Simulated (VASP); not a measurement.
OSZICAR of a VASP run on SrO (relaxed from the rock salt structure, space group Fm-3m):

**OSZICAR**
```
       N       E                     dE             d eps       ncg     rms          rms(c)
DAV:   1     0.865884189685E+02    0.86588E+02   -0.96882E+03   840   0.149E+03
DAV:   2    -0.106699780041E+02   -0.97258E+02   -0.89023E+02  1100   0.273E+02
DAV:   3    -0.144992655089E+02   -0.38293E+01   -0.38032E+01  1104   0.531E+01
DAV:   4    -0.146144945033E+02   -0.11523E+00   -0.11521E+00  1128   0.824E+00
DAV:   5    -0.146167240201E+02   -0.22295E-02   -0.22295E-02  1116   0.941E-01    0.176E+01
DAV:   6    -0.127878279482E+02    0.18289E+01   -0.90968E+00   972   0.229E+01    0.207E+01
DAV:   7    -0.126654835618E+02    0.12234E+00   -0.54337E-01  1036   0.668E+00    0.120E+01
DAV:   8    -0.126414856459E+02    0.23998E-01   -0.14157E-01   884   0.413E+00    0.801E-01
DAV:   9    -0.126412500082E+02    0.23564E-03   -0.11493E-02  1204   0.913E-01    0.214E-01
DAV:  10    -0.126415256964E+02   -0.27569E-03   -0.92001E-04   904   0.294E-01    0.662E-02
DAV:  11    -0.126415950262E+02   -0.69330E-04   -0.82896E-05   944   0.851E-02    0.351E-02
DAV:  12    -0.126416023300E+02   -0.73038E-05   -0.89469E-06  1224   0.274E-02    0.187E-02
DAV:  13    -0.126416018507E+02    0.47934E-06   -0.93715E-07   692   0.121E-02
   1 F= -.12641602E+02 E0= -.12641602E+02  d E =-.126416E+02
```

**Question.** Which electronic solver shows in the log?

**Answer.** It is blocked Davidson (ALGO = Normal, or the opening steps of other solvers). The INCAR had ALGO = Normal.

**Question.** Can the final energy be trusted as converged?

**Answer.** Self-consistency was reached. It stopped with EDIFF = 1E-6, NELM = 100, NSW = 40 and EDIFFG = -0.02 after 1 ionic step (PBEsol GGA, plane waves, VASP's PBE PAW potentials (set 64)).

The structure was generated: SrO was put into the rock salt type (Fm-3m), which need not be its known phase. It was relaxed first, which changed the volume by -24 %.
